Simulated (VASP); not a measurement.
Output of a VASP run:

File OUTCAR:
```
 ion  position               nearest neighbor table
   1  0.000  0.000  0.000-
  LATTYP: Found a body centered cubic cell.
 ALAT       =     5.1204000000
 Subroutine PRICEL returns:
 Original cell was already a primitive cell.
 Subroutine GETGRP returns: Found 48 space group operations
The static configuration has the point symmetry O_h .
The dynamic configuration has the point symmetry O_h .
 Subroutine INISYM returns: Found 48 space group operations
 Subroutine IBZKPT returns following result:
 Found     35 irreducible k-points:

 Following reciprocal coordinates:
            Coordinates               Weight
  0.000000  0.000000  0.000000      1.000000
  0.111111  0.000000  0.000000     12.000000
  0.222222  0.000000  0.000000     12.000000
  0.333333  0.000000  0.000000     12.000000
  0.444444  0.000000  0.000000     12.000000
  0.111111  0.111111  0.000000     24.000000
  0.222222  0.111111  0.000000     48.000000
  0.333333  0.111111  0.000000     48.000000
  0.444444  0.111111  0.000000     24.000000
  0.222222  0.222222  0.000000     24.000000
  0.333333  0.222222  0.000000     48.000000
  0.333333  0.333333  0.000000      8.000000
  0.111111  0.111111  0.111111      8.000000
  0.222222  0.111111  0.111111     24.000000
  0.333333  0.111111  0.111111     24.000000
 -0.111111  0.111111  0.111111      6.000000
  0.222222  0.222222  0.111111     24.000000
  0.333333  0.222222  0.111111     24.000000
 -0.222222  0.222222  0.111111     24.000000
 -0.333333  0.333333  0.111111     24.000000
 -0.222222  0.333333  0.111111     24.000000
 -0.444444  0.444444  0.111111     24.000000
 -0.333333  0.444444  0.111111     48.000000
 -0.444444 -0.444444  0.111111     24.000000
 -0.333333 -0.444444  0.111111     24.000000
  0.222222  0.222222  0.222222      8.000000
 -0.222222  0.222222  0.222222      6.000000
 -0.333333  0.333333  0.222222     24.000000
 -0.444444  0.444444  0.222222     24.000000
 -0.333333  0.444444  0.222222     24.000000
 -0.444444 -0.444444  0.222222     24.000000
 -0.333333  0.333333  0.333333      6.000000
 -0.444444  0.444444  0.333333     24.000000
 -0.444444 -0.444444  0.333333      8.000000
 -0.444444  0.444444  0.444444      6.000000
   k-points           NKPTS =     35   k-points in BZ     NKDIM =     35   number of bands    NBANDS=      9
   number of dos      NEDOS =    301   number of ions     NIONS =      1
   total plane-waves  NPLWV =  21952
   dimension x,y,z NGX =    28 NGY =   28 NGZ =   28
   dimension x,y,z NGXF=    56 NGYF=   56 NGZF=   56
   ions per type =               1
   PREC   = accura    normal or accurate (medium, high low for compatibility)
   ISTART =      0    job   : 0-new  1-cont  2-samecut
   ICHARG =      2    charge: 1-file 2-atom 10-const
   ISPIN  =      1    spin polarized calculation?
   LNONCOLLINEAR =      F non collinear calculations
   LSORBIT =      F    spin-orbit coupling
   INIWAV =      1    electr: 0-lowe 1-rand  2-diag
   ENCUT  =  325.0 eV  23.89 Ry    4.89 a.u.   6.52  6.52  6.52*2*pi/ulx,y,z
   NELM   =    100;   NELMIN=  2; NELMDL= -5     # of ELM steps
   EDIFF  = 0.1E-05   stopping-criterion for ELM
   LREAL  =      F    real-space projection
   NLSPLINE    = F    spline interpolate recip. space projectors
   LMAXMIX     =    4 max onsite mixed and CHGCAR
   VOSKOWN=      0    Vosko Wilk Nusair interpolation
   EDIFFG = 0.1E-04   stopping-criterion for IOM
   NSW    =      0    number of steps for IOM
   NBLOCK =      1;   KBLOCK =      1    inner block; outer block
   IBRION =     -1    ionic relax: 0-MD 1-quasi-New 2-CG
   NFREE  =      0    steps in history (QN), initial steepest desc. (CG)
   ISIF   =      2    stress and relaxation
   ISYM   =      2    0-nonsym 1-usesym 2-fastsym
   TEIN   =    0.0    initial temperature
   TEBEG  =    0.0;   TEEND  =   0.0 temperature during run
   SMASS  =  -3.00    Nose mass-parameter (am)
...
```

OSZICAR:
```
       N       E                     dE             d eps       ncg     rms          rms(c)
DAV:   1     0.440669426175E+02    0.44067E+02   -0.33432E+03   630   0.623E+02
DAV:   2    -0.116517995410E+00   -0.44183E+02   -0.43730E+02   733   0.135E+02
DAV:   3    -0.187041288107E+01   -0.17539E+01   -0.17428E+01   843   0.290E+01
DAV:   4    -0.190016618212E+01   -0.29753E-01   -0.29719E-01   938   0.331E+00
DAV:   5    -0.190049695570E+01   -0.33077E-03   -0.33062E-03   957   0.232E-01    0.153E+00
DAV:   6    -0.190120460327E+01   -0.70765E-03   -0.24287E-03   837   0.553E-01    0.918E-01
DAV:   7    -0.190236945815E+01   -0.11649E-02   -0.56077E-03   708   0.866E-01    0.402E-02
DAV:   8    -0.190252234910E+01   -0.15289E-03   -0.33190E-04  1010   0.118E-01    0.270E-02
DAV:   9    -0.190253216421E+01   -0.98151E-05   -0.73847E-06   829   0.274E-02    0.865E-03
DAV:  10    -0.190253541734E+01   -0.32531E-05   -0.69149E-06   759   0.192E-02    0.104E-03
DAV:  11    -0.190253489432E+01    0.52301E-06   -0.25864E-07   464   0.461E-03
   1 F= -.19025349E+01 E0= -.19021535E+01  d E =-.114408E-02
```

**OUTCAR**
```
------------------------ aborting loop because EDIFF is reached ----------------------------------------
  FORCE on cell =-STRESS in cart. coord.  units (eV):
  Direction    XX          YY          ZZ          XY          YZ          ZX
  --------------------------------------------------------------------------------------
  Total       -0.1793051     -0.1793051     -0.1793051      0.0000000     -0.0000000      0.0000000
  in kB       -4.2797817     -4.2797817     -4.2797817      0.0000000     -0.0000000      0.0000000
  external PRESSURE =      -4.2797817 kB  Pullay stress =       0.0000000 kB
  volume of cell :       67.12
      direct lattice vectors                 reciprocal lattice vectors
    -2.560200000  2.560200000  2.560200000     0.000000000  0.195297242  0.195297242
     2.560200000 -2.560200000  2.560200000     0.195297242  0.000000000  0.195297242
     2.560200000  2.560200000 -2.560200000     0.195297242  0.195297242  0.000000000
 POSITION                                       TOTAL-FORCE (eV/Angst)
 -----------------------------------------------------------------------------------
      0.00000      0.00000      0.00000         0.000000     -0.000000      0.000000
 -----------------------------------------------------------------------------------
    total drift:                               -0.000000     -0.000000      0.000000
  FREE ENERGIE OF THE ION-ELECTRON SYSTEM (eV)
  ---------------------------------------------------
  free  energy   TOTEN  =        -1.9025348943 eV

  energy  without entropy=       -1.9013908093  energy(sigma->0) =       -1.90215353
```
(Selected blocks of OUTCAR.)

File POSCAR:
```
Ba
1
   -2.5602000000     2.5602000000     2.5602000000
    2.5602000000    -2.5602000000     2.5602000000
    2.5602000000     2.5602000000    -2.5602000000
Ba
1
Direct
  0.0000000000   0.0000000000   0.0000000000
```

### Question
Write an INCAR and KPOINTS that could have produced this output.

### Answer
Several could match; the one computed here: the input of the run itself, PBE GGA, plane waves, VASP's PBE PAW potentials (set 64).

**KPOINTS**
```
Automatic mesh
0
Gamma
9 9 9
0 0 0
```

### INCAR
```
SYSTEM=Ba
PREC=Accurate; ENCUT=325; LREAL=.FALSE.
LASPH=.TRUE.
EDIFF=1E-6; NELM=100; ALGO=Normal
LMAXMIX=4
ISMEAR=1; SIGMA=0.1
GGA=PE
ISIF=2
LWAVE=.FALSE.; LCHARG=.FALSE.
```

POTCAR, in this order: Ba_sv (PBE.64 set). Program: vasp_std.

At this cut-off the stress carries a Pulay error, which pulls relaxed volumes low.

The compound is Ba in the bcc structure. The cell was not relaxed at this level. The run is one of a series of settings (ENCUT = 325 against the base run), some of them coarse on purpose.
